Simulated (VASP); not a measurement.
K$_{2}$S (antifluorite), at 0.96 of the tabulated volume:

```xyz
3
Lattice="0.0000 3.6549 3.6549 3.6549 0.0000 3.6549 3.6549 3.6549 0.0000" Properties=species:S:1:pos:R:3 pbc="T T T"
K      1.8275     1.8275     1.8275
K      5.4824     5.4824     5.4824
S      0.0000     0.0000     0.0000
```

The lowest empty band near Γ, direction [111], from mBJ (TB09) with spin-orbit coupling in VASP (PAW); its two spin partners are averaged. The gap over the points computed is 5.09 eV, and the next band on that side lies 1.66 eV away at the edge.

Settings: 400 eV cut-off, 6×6×6 Γ-centred mesh, Gaussian smearing of 0.050 eV, potentials K_sv S.

| distance from the edge in k (1/Å) | distance in energy (meV) |
|---|---|
| 0.025 | 4.7 |
| 0.035 | 9.3 |
| 0.050 | 19.0 |
| 0.070 | 37.2 |

**Question.** Fit E(1 + αE) = ħ²k²/2m* (ħ²/2m0 = 3.810 eV Å²) and predict the row at 0.095 1/Å.

**Answer.** The rows don't resolve α, so a parabola serves: the electron mass is m* = 0.502 m0, and so 68.5 meV. The run gave 68.1 meV, -0.4 meV from the fit.

Left out are points under 3 meV from the edge, since the levels carry 0.1 meV, and points farther than half the way to the next band.

The compound is K2S in the antifluorite structure. The cell was not relaxed at this level.
